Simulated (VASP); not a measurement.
Input:

```yaml
crystal:
  lattice:
    - [0.00000, 2.28912, 2.28912]
    - [2.28912, 0.00000, 2.28912]
    - [2.28912, 2.28912, 0.00000]
  atoms:
    - { symbol: Zr, position: [0.00000, 0.00000, 0.00000] }
    - { symbol: N, position: [0.50000, 0.50000, 0.50000] }
```

These are optB86b-vdW, VASP's PBE PAW potentials (set 64) (plane waves; VASP) values and carry that method's errors. Numerical set-up: 520 eV cut-off, 15×15×15 Γ-centred mesh, tetrahedra with Blöchl corrections, potentials Zr_sv N.

Task: Predict the energy per atom (σ→0), band gap (on the k-mesh) with the smallest direct gap where there is one.

Result: 
band gap (on the k-mesh): none (metal, semimetal or under 0.01 eV)
energy per atom (σ→0): -8.424 eV/atom

Only differences to runs with the same potentials and settings are physical.

The compound is ZrN in the rock salt structure. It was relaxed first. The electron count is odd and the run is not spin-polarised, which forces a metal.
